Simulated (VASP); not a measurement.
```yaml
crystal:
  lattice:
    - [0.00000, 3.16988, 3.16988]
    - [3.16988, 0.00000, 3.16988]
    - [3.16988, 3.16988, 0.00000]
  atoms:
    - { symbol: Mg, position: [0.25000, 0.25000, 0.25000] }
    - { symbol: Mg, position: [0.75000, 0.75000, 0.75000] }
    - { symbol: Si, position: [0.00000, 0.00000, 0.00000] }
```

The numbers are results of revPBE GGA, VASP's PBE PAW potentials (set 64) (plane waves; VASP), not measurements. Settings: 520 eV cut-off, 6×6×6 Γ-centred mesh, Gaussian smearing of 0.050 eV, potentials Mg Si.

Q: Estimate the energy per atom (σ→0), pressure, band gap (on the k-mesh) with the smallest direct gap where there is one.

A: 
```json
{
 "band gap (on the k-mesh)": "0.22 eV",
 "smallest direct gap (on the k-mesh)": "1.99 eV",
 "energy per atom (σ→0)": "-2.792 eV/atom",
 "pressure": "1.59 GPa"
}
```

The compound is Mg2Si in the antifluorite structure. This cell is one point of a volume scan, at 0.97 of the reference volume.
